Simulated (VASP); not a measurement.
# BP: quasiparticle gap under strain, part 2 of 4

Wanted: the deformation potential of the gap of BP, from G0W0. The cell is of the zinc-blende type, one of the forms listed for this formula, which need not be the common one. The start is a cell from a database of measured crystal structures.

VASP 6.6.1, plane waves and PAW; the level of theory is named at each step.

So far, gap on the k-mesh (eV): step 3 (empty bands) 1.33.

### Step 4. G0W0

This step: G0W0 on PBE; plane waves and PAW (P_GW, B_GW) (VASP 6.6.1).

G0W0 keeps orbitals and screening fixed and shifts each of the lowest NBANDSGW levels once.

INCAR reads:

```
SYSTEM = BP
PREC = Accurate
ENCUT = 340
ISMEAR = 0
SIGMA = 0.01
LREAL = .FALSE.
GGA = PE
NBANDS = 104
ALGO = EVGW0
NELMGW = 1
ENCUTGW = 150
NOMEGA = 48
PRECFOCK = Fast
NBANDSGW = 16
LWAVE = .FALSE.
LCHARG = .FALSE.
```

POSCAR reads:

```
BP
1.0
    0.0000000000      2.2690000000      2.2690000000
    2.2690000000      0.0000000000      2.2690000000
    2.2690000000      2.2690000000      0.0000000000
P B
1 1
Direct
    0.7500000000      0.7500000000      0.7500000000
    0.0000000000      0.0000000000      0.0000000000
```

KPOINTS reads:

```
Automatic mesh
0
Gamma
6 6 6
0 0 0
```

PAW data sets: P_GW and B_GW (PBE family, release 64).

Launch:

```
> mpirun -np 8 vasp_std
```

Output:

```text
[banner, memory and clock lines left out]
running    8 mpi-ranks, on    1 nodes
 distrk:  each k-point on    8 cores,    1 groups
 distr:  one band on    1 cores,    8 groups

 POSCAR found type information on POSCAR P B
 POSCAR found :  2 types and       2 ions
 [... a notice as in an earlier step ...]

|                                                                             |
|           W    W    AA    RRRRR   N    N  II  N    N   GGGG   !!!           |
|           W    W   A  A   R    R  NN   N  II  NN   N  G    G  !!!           |
|           W    W  A    A  R    R  N N  N  II  N N  N  G       !!!           |
|           W WW W  AAAAAA  RRRRR   N  N N  II  N  N N  G  GGG   !            |
|           WW  WW  A    A  R   R   N   NN  II  N   NN  G    G                |
|           W    W  A    A  R    R  N    N  II  N    N   GGGG   !!!           |
|                                                                             |
|     The default for ENCUTGWSOFT is different in this version of VASP.       |
|     please manually set ENCUTGWSOFT =150 in the INCAR file.                 |
|                                                                             |

 LDA part: xc-table for (Slater+PW92), standard interpolation
 found WAVECAR, reading the header
 POSCAR, INCAR and KPOINTS ok, starting setup
 FFT: planning ... GRIDC
 FFT: planning ... GRID_SOFT
 FFT: planning ... GRID
 reading WAVECAR
 the WAVECAR file was read successfully
 initial charge from wavefunction
 available memory per node:     64.47 GB, setting MAXMEM to     66018

 The Fermi energy was updated, please check that it is located mid-gap
 values below the HOMO (VB) or above the LUMO (CB) will cause erroneous energies
 E-fermi :   7.8053

 calculate exact exchange contribution
 the WAVEDER file was read successfully
energies w=
    0.000    0.000    0.597    0.000    1.191    0.000    1.781    0.000
    2.364    0.000    2.939    0.000    3.503    0.000    4.058    0.000
    4.602    0.000    5.136    0.000    5.661    0.000    6.177    0.000
    6.686    0.000    7.189    0.000    7.687    0.000    8.183    0.000
    8.678    0.000    9.174    0.000    9.674    0.000   10.181    0.000
   10.696    0.000   11.222    0.000   11.763    0.000   12.322    0.000
   12.903    0.000   13.511    0.000   14.152    0.000   14.831    0.000
   15.557    0.000   16.337    0.000   17.184    0.000   18.110    0.000
   19.132    0.000   20.272    0.000   21.557    0.000   23.023    0.000
   24.716    0.000   26.703    0.000   29.072    0.000   31.951    0.000
   35.534    0.000   40.117    0.000   46.189    0.000   54.608    0.000
   67.042    0.000   87.201    0.000  125.372    0.000  224.576    0.000
 responsefunction array rank=     120
 LDA part: xc-table for (Slater+PW92), standard interpolation

 min. memory requirement per mpi rank    105.1 MB, per node    840.7 MB

 allocating   6 responsefunctions rank=   120
 shmem allocating  48 responsefunctions rank=   120
 response function shared by NCSHMEM nodes    1
 Doing            6  frequencies on each core in blocks of           48
NQ=   1    0.0000    0.0000    0.0000,
|.........|.........|.........|.........|.........|.........|.........|.........
 performed        226000 updates of chi_q(r,r)
 total number of BLAS operations         23.09 Gflops
NQ=   2    0.1667    0.0000    0.0000,
|.........|.........|.........|.........|.........|.........|.........|.........
 performed        678000 updates of chi_q(r,r)
 total number of BLAS operations         55.75 Gflops
NQ=   3    0.3333    0.0000    0.0000,
|.........|.........|.........|.........|.........|.........|.........|.........
 performed       1130000 updates of chi_q(r,r)
 total number of BLAS operations         90.51 Gflops
NQ=   4    0.5000    0.0000    0.0000,
|.........|.........|.........|.........|.........|.........|.........|.........
 performed       1502000 updates of chi_q(r,r)
 total number of BLAS operations        114.64 Gflops
NQ=   5    0.1667    0.1667    0.0000,
|.........|.........|.........|.........|.........|.........|.........|.........
 performed       1954000 updates of chi_q(r,r)
 total number of BLAS operations        148.69 Gflops
NQ=   6    0.3333    0.1667    0.0000,
|.........|.........|.........|.........|.........|.........|.........|.........
 performed       2692000 updates of chi_q(r,r)
 total number of BLAS operations        204.29 Gflops
NQ=   7    0.5000    0.1667    0.0000,
|.........|.........|.........|.........|.........|.........|.........|.........
 performed       3430000 updates of chi_q(r,r)
 total number of BLAS operations        255.39 Gflops
NQ=   8   -0.3333    0.1667    0.0000,
|.........|.........|.........|.........|.........|.........|.........|.........
 performed       4168000 updates of chi_q(r,r)
 total number of BLAS operations        313.30 Gflops
NQ=   9   -0.1667    0.1667    0.0000,
|.........|.........|.........|.........|.........|.........|.........|.........
 performed       4800000 updates of chi_q(r,r)
 total number of BLAS operations        358.93 Gflops
NQ=  10    0.3333    0.3333    0.0000,
|.........|.........|.........|.........|.........|.........|.........|.........
 performed       5252000 updates of chi_q(r,r)
 total number of BLAS operations        392.28 Gflops
NQ=  11    0.5000    0.3333    0.0000,
|.........|.........|.........|.........|.........|.........|.........|.........
 performed       5990000 updates of chi_q(r,r)
 total number of BLAS operations        450.19 Gflops
NQ=  12   -0.3333    0.3333    0.0000,
|.........|.........|.........|.........|.........|.........|.........|.........
 performed       6622000 updates of chi_q(r,r)
 total number of BLAS operations        501.77 Gflops
NQ=  13    0.5000    0.5000    0.0000,
|.........|.........|.........|.........|.........|.........|.........|.........
 performed       6947000 updates of chi_q(r,r)
 total number of BLAS operations        523.84 Gflops
NQ=  14    0.5000    0.3333    0.1667,
|.........|.........|.........|.........|.........|.........|.........|.........
 performed       7785000 updates of chi_q(r,r)
 total number of BLAS operations        584.37 Gflops
NQ=  15   -0.3333    0.3333    0.1667,
|.........|.........|.........|.........|.........|.........|.........|.........
 performed       8570000 updates of chi_q(r,r)
 total number of BLAS operations        644.70 Gflops
NQ=  16   -0.3333    0.5000    0.1667,
|.........|.........|.........|.........|.........|.........|.........|.........
 performed       9205000 updates of chi_q(r,r)
 total number of BLAS operations        699.68 Gflops
 resolving degeneracies of screened two electron integrals

 calculate QP shifts <psi_nk| G(iteration)W_0 |psi_nk>: iteration 1
 entering main loop
```

Elapsed: 40 s, on 8 MPI ranks of Intel Xeon Platinum 8259CL at 2.50GHz (Skylake/Cascade Lake), shared host; peak memory 1.3 GiB.

Parts of OUTCAR (step 4):

```text
The static configuration has the point symmetry T_d .

 Found     16 irreducible k-points:

   k-points           NKPTS =     16   k-points in BZ     NKDIM =    216   number of bands    NBANDS=    104

   NELECT =       8.0000    total number of electrons

 E-fermi :   7.8053

 QP shifts <psi_nk| G(iteration)W_0 |psi_nk>: iteration 1
 for sc-GW calculations column KS-energies equals QP-energies in previous step
 and V_xc(KS)=  KS-energies - (<T + V_ion + V_H > + <T+V_H+V_ion>^1  + <V_x>^1)
 k-point   1 :       0.0000    0.0000    0.0000
  band No.  KS-energies  QP-energies   sigma(KS)   V_xc(KS)     V^pw_x(r,r')   Z            occupation Imag(sigma)
      1      -8.3243      -9.1324     -13.2182     -12.0592     -20.4831       0.6972       2.0000       1.4065
      2       7.1395       6.6128     -13.9734     -13.3042     -14.9313       0.7872       2.0000       0.0730
      3       7.1395       6.6128     -13.9734     -13.3042     -14.9313       0.7872       2.0000       0.0730
      4       7.1395       6.6128     -13.9734     -13.3042     -14.9313       0.7872       2.0000       0.0730
      5      10.5408      10.9170     -11.5974     -12.0776      -7.1361       0.7834       0.0000      -0.0665
      6      10.5408      10.9170     -11.5974     -12.0776      -7.1361       0.7834       0.0000      -0.0665
      7      10.5408      10.9170     -11.5974     -12.0776      -7.1361       0.7834       0.0000      -0.0665
      8      14.5124      14.8842     -12.2699     -12.7644      -6.2284       0.7521       0.0000      -0.1639
    ...

 k-point   2 :       0.1667    0.0000    0.0000
  band No.  KS-energies  QP-energies   sigma(KS)   V_xc(KS)     V^pw_x(r,r')   Z            occupation Imag(sigma)
      1      -7.8264      -8.6342     -13.2493     -12.1007     -20.3329       0.7033       2.0000       1.3342
      2       4.3046       3.6463     -13.5459     -12.6890     -15.4304       0.7681       2.0000       0.0970
      3       6.4757       5.9265     -13.8188     -13.1179     -14.9503       0.7835       2.0000       0.0749
      4       6.4757       5.9265     -13.8188     -13.1179     -14.9503       0.7835       2.0000       0.0749
      5      11.1567      11.4925     -11.7413     -12.1714      -7.0756       0.7807       0.0000      -0.0735
      6      11.4438      11.8472     -11.7137     -12.2330      -6.9716       0.7769       0.0000      -0.0767
      7      11.4438      11.8472     -11.7137     -12.2330      -6.9716       0.7769       0.0000      -0.0767
      8      15.8049      16.1810     -12.1111     -12.6159      -5.7626       0.7450       0.0000      -0.2196
    ...

 k-point   3 :       0.3333    0.0000    0.0000
  band No.  KS-energies  QP-energies   sigma(KS)   V_xc(KS)     V^pw_x(r,r')   Z            occupation Imag(sigma)
      1      -6.4090      -7.1962     -13.3571     -12.2590     -19.9345       0.7169       2.0000       1.1184
      2       0.4080      -0.3527     -13.2438     -12.2039     -16.8612       0.7314       2.0000       0.2404
      3       5.6732       5.0704     -13.8152     -13.0390     -15.3022       0.7766       2.0000       0.0813
      4       5.6732       5.0704     -13.8152     -13.0390     -15.3022       0.7766       2.0000       0.0813
      5      11.0303      11.3241     -11.7293     -12.1054      -6.9528       0.7813       0.0000      -0.0781
      6      11.9922      12.3992     -11.3331     -11.8568      -6.3576       0.7773       0.0000      -0.0891
      7      11.9922      12.3992     -11.3331     -11.8568      -6.3576       0.7773       0.0000      -0.0891
      8      17.2556      17.5160     -10.7237     -11.0700      -4.0784       0.7518       0.0000      -0.3130
    ...

[... 7 parts as in an earlier step ...]

[... 5 further parts left out ...]
```

This step gave:

- quasiparticle gap on the mesh: 1.988 eV
- smallest direct quasiparticle gap on the mesh: 4.304 eV
- gap of the starting orbitals on the mesh: 1.332 eV

GW takes the gap from 1.332 to 1.988 eV. The mesh misses a band edge: at the starting level the path gave a gap 0.10 eV smaller. The value holds for 104 bands, ENCUTGW = 150 eV and this mesh, and isn't shown to be converged in them.

### Step 5. Ground state of a strained cell, scale 0.94

This step: PBE; plane waves and PAW (P_GW, B_GW) (VASP 6.6.1).

The volume is scaled by 0.94, at the same cutoff, mesh and band count, and the chain is run again.

INCAR reads:

```
SYSTEM = BP
PREC = Accurate
ENCUT = 340
EDIFF = 1E-08
NELM = 100
ISMEAR = 0
SIGMA = 0.01
LREAL = .FALSE.
ALGO = Normal
GGA = PE
NBANDS = 10
LORBIT = 11
LWAVE = .TRUE.
LCHARG = .FALSE.
KPAR = 8
```

POSCAR reads:

```
BP
1.0
    0.0000000000      2.2226808807      2.2226808807
    2.2226808807      0.0000000000      2.2226808807
    2.2226808807      2.2226808807      0.0000000000
P B
1 1
Direct
    0.7500000000      0.7500000000      0.7500000000
    0.0000000000      0.0000000000      0.0000000000
```

KPOINTS is that of step 4.

Launch:

```
> mpirun -np 8 vasp_std
```

Output:

```text
[banner, memory and clock lines left out]
running    8 mpi-ranks, on    1 nodes
 distrk:  each k-point on    1 cores,    8 groups
 distr:  one band on    1 cores,    1 groups

 POSCAR found type information on POSCAR P B
 POSCAR found :  2 types and       2 ions
 [... a notice as in an earlier step ...]

 LDA part: xc-table for (Slater+PW92), standard interpolation
 POSCAR, INCAR and KPOINTS ok, starting setup
 FFT: planning ... GRIDC
 FFT: planning ... GRID_SOFT
 FFT: planning ... GRID
 WAVECAR not read
 entering main loop
       N       E                     dE             d eps       ncg     rms          rms(c)
DAV:   1     0.112695191790E+02    0.11270E+02   -0.34305E+03   322   0.596E+02
DAV:   2    -0.130488417539E+02   -0.24318E+02   -0.23204E+02   538   0.130E+02
DAV:   3    -0.137014705842E+02   -0.65263E+00   -0.65144E+00   408   0.192E+01
DAV:   4    -0.137082934194E+02   -0.68228E-02   -0.68213E-02   474   0.243E+00
DAV:   5    -0.137084050754E+02   -0.11166E-03   -0.11165E-03   410   0.238E-01    0.485E+00
DAV:   6    -0.129479444253E+02    0.76046E+00   -0.17737E+00   498   0.788E+00    0.217E+00
DAV:   7    -0.128361903700E+02    0.11175E+00   -0.27524E-01   482   0.311E+00    0.793E-01
DAV:   8    -0.128256659576E+02    0.10524E-01   -0.32120E-02   424   0.113E+00    0.920E-02
DAV:   9    -0.128260138167E+02   -0.34786E-03   -0.66537E-04   376   0.200E-01    0.486E-02
DAV:  10    -0.128261653388E+02   -0.15152E-03   -0.21834E-04   378   0.112E-01    0.107E-02
DAV:  11    -0.128261655491E+02   -0.21021E-06   -0.11562E-05   506   0.229E-02    0.384E-03
DAV:  12    -0.128261664399E+02   -0.89081E-06   -0.16769E-06   368   0.106E-02    0.725E-04
DAV:  13    -0.128261662776E+02    0.16228E-06   -0.82863E-08   454   0.189E-03    0.217E-04
DAV:  14    -0.128261662816E+02   -0.40646E-08   -0.47954E-09   298   0.530E-04
   1 F= -.12826166E+02 E0= -.12826166E+02  d E =-.260380E-40
 writing wavefunctions
```

Elapsed: 1.8 s, on 8 MPI ranks; peak memory 0.93 GiB.

OUTCAR, selected parts (step 5):

```text
   ENCUT  =  340.0 eV  24.99 Ry    5.00 a.u.   4.73  4.73  4.73*2*pi/ulx,y,z

   NELECT =       8.0000    total number of electrons

 E-fermi :   7.9590

 k-point     1 :       0.0000    0.0000    0.0000
  band No.  band energies     occupation
      1      -8.1589      2.00000
      2       7.8674      2.00000
      3       7.8674      2.00000
      4       7.8674      2.00000
      5      11.3690      0.00000
      6      11.3690      0.00000
      7      11.3690      0.00000
      8      16.2033      0.00000
      9      19.8365      0.00000
    ...

  Total        1.6657133      1.6657133      1.6657133      0.0000000      0.0000000     -0.0000000
  in kB      121.5204862    121.5204862    121.5204862      0.0000000      0.0000000     -0.0000000
  external PRESSURE =     121.5204862 kB  Pullay stress =       0.0000000 kB

 POSITION                                       TOTAL-FORCE (eV/Angst)
 -----------------------------------------------------------------------------------
      3.33402      3.33402      3.33402         0.000000      0.000000      0.000000
      0.00000      0.00000      0.00000        -0.000000     -0.000000     -0.000000
 -----------------------------------------------------------------------------------
    total drift:                                0.000000      0.000000      0.000000

  FREE ENERGIE OF THE ION-ELECTRON SYSTEM (eV)
  ---------------------------------------------------
  free  energy   TOTEN  =       -12.8261662816 eV

  energy  without entropy=      -12.8261662816  energy(sigma->0) =      -12.82616628

[... 4 parts as in an earlier step ...]

[... 12 further parts left out ...]
```

This step gave:

```
free energy (TOTEN)            : -12.83 eV
Fermi energy                   : 7.959 eV
pressure                       : 12.15 GPa
gap on the k-mesh              : 1.205 eV
least direct gap on the k-mesh : 3.502 eV
```

The run ends at a pressure of 12.15 GPa.

### Step 6. Empty bands, scale 0.94

The empty bands are made again, for the run that follows.

INCAR reads:

```
SYSTEM = BP
PREC = Accurate
ENCUT = 340
ISMEAR = 0
SIGMA = 0.01
LREAL = .FALSE.
GGA = PE
NBANDS = 104
ALGO = Exact
NELM = 1
LWAVE = .TRUE.
LCHARG = .FALSE.
LOPTICS = .TRUE.
NEDOS = 1000
CSHIFT = 0.1
```

POSCAR is that of step 5.

KPOINTS is that of step 5.

Launch:

```
> mpirun -np 8 vasp_std
```

Output:

```text
[... set-up lines as in an earlier step ...]
 entering main loop
       N       E                     dE             d eps       ncg     rms          rms(c)
DIA:   1    -0.128261662712E+02   -0.12826E+02    0.00000E+00     0   0.000E+00
   1 F= -.12826166E+02 E0= -.12826166E+02  d E =-.361712E-14
 writing wavefunctions
 optical routines
 imaginary and real dielectric function
 recalculating local potential from charge density
 direction            1
 direction            2
 direction            3
```

Run time: 2 s. Hardware: 8 MPI ranks; peak memory 0.85 GiB.

From OUTCAR (step 6):

```text
  Total        1.6657602      1.6657602      1.6657602      0.0000000      0.0000000      0.0000000
  in kB      121.5239070    121.5239070    121.5239070      0.0000000      0.0000000      0.0000000
  external PRESSURE =     121.5239070 kB  Pullay stress =       0.0000000 kB

 POSITION                                       TOTAL-FORCE (eV/Angst)
 -----------------------------------------------------------------------------------
      3.33402      3.33402      3.33402        -0.000000     -0.000000      0.000000
      0.00000      0.00000      0.00000         0.000000      0.000000     -0.000000
 -----------------------------------------------------------------------------------
    total drift:                                0.000000      0.000000      0.000000

  FREE ENERGIE OF THE ION-ELECTRON SYSTEM (eV)
  ---------------------------------------------------
  free  energy   TOTEN  =       -12.8261662712 eV

  energy  without entropy=      -12.8261662712  energy(sigma->0) =      -12.82616627

[... 2 parts as in an earlier step ...]

[... 1 further part left out ...]
[key lines of the parts left out:]
E-fermi :   7.9162
```

(Part 2 of 4 ends here.)

[Lines on the potential files, build, host, timing and source positions are cut from VASP's logs without a mark.]

[Logs are printed without paths, hosts, clocks, repeated set-up lines and the standing remarks that a program may print on its own settings, such as how far it seeks lower states.]

[Hosts, paths, dates, database ids (printed as entryN), source tags and the programs' standing remarks are cut or masked in the printed files.]

[Pressures printed for these runs are not shown converged in the cutoff: they can be off by several GPa and have the wrong sign.]

[In band tables of VASP the shares of atoms and orbitals are scaled to a sum of 1 inside the atoms' spheres.]
